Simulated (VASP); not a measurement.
A cell of Zr (hcp) near equilibrium:

```
Zr
1.0
    1.61445    -2.79630     0.00000
    1.61445     2.79630     0.00000
    0.00000     0.00000     5.17331
Zr
2
Direct
  0.33333   0.66667   0.25000
  0.66667   0.33333   0.75000
```

All values below come from PBE GGA, VASP's PBE PAW potentials (set 64) (plane waves; VASP).

```csv
run,ΔE (meV/atom),σxx,σyy,σzz,"largest shear component, with its sign (GPa)",largest force (eV/Å)
as it is,0.0,0.37,0.37,-0.01,0.00,0.000
after one change,2.2,1.81,1.81,1.44,0.00,0.000
```
Stress is in GPa, positive when the cell is compressed.

Q: Which change was made?
A. isotropic strain of +1.5 %
B. isotropic strain of -0.5 %
C. atom 2 (Zr) moved by 0.075 Å along x
D. uniaxial strain of -3.0 % along x

A: B, isotropic strain of -0.5 %

The compound is Zr in the hcp structure.
